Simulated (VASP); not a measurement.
Energy against volume of CuZn (CsCl type). Method: TPSS meta-GGA, VASP's PBE PAW potentials (set 64) (plane waves; VASP). Settings: 520 eV cut-off, 12×12×12 Γ-centred mesh, first-order Methfessel-Paxton smearing of 0.10 eV, potentials Zn Cu.

```csv
V (Å³/atom),E (eV/atom)
11.680,-10.45906
12.052,-10.47936
12.425,-10.48819
12.798,-10.48755
```

### Question
Fit these four points and predict the energy of the run at 13.171 Å³/atom.

### Answer
A cubic in V^(−2/3), the third-order Birch-Murnaghan form, passes through the four points with V0 = 12.58 Å³/atom and B0 = 126 GPa, and gives -10.4792 eV/atom there. The run gave -10.4791 eV/atom, +0.1 meV/atom from the fit; all five points give B0 = 127 GPa.

The compound is CuZn in the CsCl type structure. It was relaxed first.
